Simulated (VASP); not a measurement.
OSZICAR of a VASP run on Ni3Fe (L1_2):

**OSZICAR**
```
       N       E                     dE             d eps       ncg     rms          rms(c)
DAV:   1     0.249872942319E+03    0.24987E+03   -0.17347E+04  3588   0.212E+03
DAV:   2    -0.604766024423E+01   -0.25592E+03   -0.24778E+03  3550   0.370E+02
DAV:   3    -0.198287511367E+02   -0.13781E+02   -0.13077E+02  3621   0.119E+02
DAV:   4    -0.200551886349E+02   -0.22644E+00   -0.22464E+00  3692   0.154E+01
DAV:   5    -0.200612664408E+02   -0.60778E-02   -0.60763E-02  4936   0.210E+00    0.204E+01
DAV:   6    -0.177416800434E+02    0.23196E+01   -0.43994E+01  3698   0.104E+02    0.236E+01
DAV:   7    -0.208801447078E+02   -0.31385E+01   -0.26691E+01  4191   0.133E+02    0.278E+01
DAV:   8    -0.157416067406E+02    0.51385E+01   -0.18407E+01  4279   0.579E+01    0.643E+00
DAV:   9    -0.159332918521E+02   -0.19169E+00   -0.82369E-01  3905   0.120E+01    0.365E+00
DAV:  10    -0.159029636698E+02    0.30328E-01   -0.15495E-01  4994   0.958E+00    0.159E+00
DAV:  11    -0.158967744058E+02    0.61893E-02   -0.53321E-02  5228   0.346E+00    0.120E+00
DAV:  12    -0.158990431136E+02   -0.22687E-02   -0.79257E-03  3922   0.218E+00    0.381E-01
DAV:  13    -0.158991495547E+02   -0.10644E-03   -0.27182E-03  5148   0.892E-01    0.817E-02
DAV:  14    -0.158992314316E+02   -0.81877E-04   -0.36412E-04  4682   0.226E-01    0.137E-01
DAV:  15    -0.158992128920E+02    0.18540E-04   -0.14865E-04  4151   0.341E-01    0.210E-02
DAV:  16    -0.158992179263E+02   -0.50342E-05   -0.20363E-05  4739   0.663E-02    0.330E-02
DAV:  17    -0.158992162613E+02    0.16649E-05   -0.40442E-06  4541   0.549E-02    0.889E-03
DAV:  18    -0.158992160098E+02    0.25155E-06   -0.15174E-06  4005   0.185E-02    0.234E-03
DAV:  19    -0.158992160116E+02   -0.18576E-08   -0.18116E-07  2231   0.504E-03
   1 F= -.15899216E+02 E0= -.15898814E+02  d E =-.120710E-02  mag=     4.5684
```

**Question.** Which electronic solver shows in the log?

**Answer.** It is blocked Davidson (ALGO = Normal, or the opening steps of other solvers). The INCAR had ALGO = Normal.

**Question.** How was spin treated?

**Answer.** Collinear spin (ISPIN = 2): the summary line carries one mag value, 4.57 μB in the cell.

**Question.** Can the final energy be trusted as converged?

**Answer.** The calculation finished and met its thresholds. It stopped with EDIFF = 1E-7, NELM = 100 (rev-vdW-DF2, plane waves, VASP's PBE PAW potentials (set 64)).

The compound is Ni3Fe in the L1_2 structure. This cell is one point of a volume scan, at 1.03 of the reference volume.
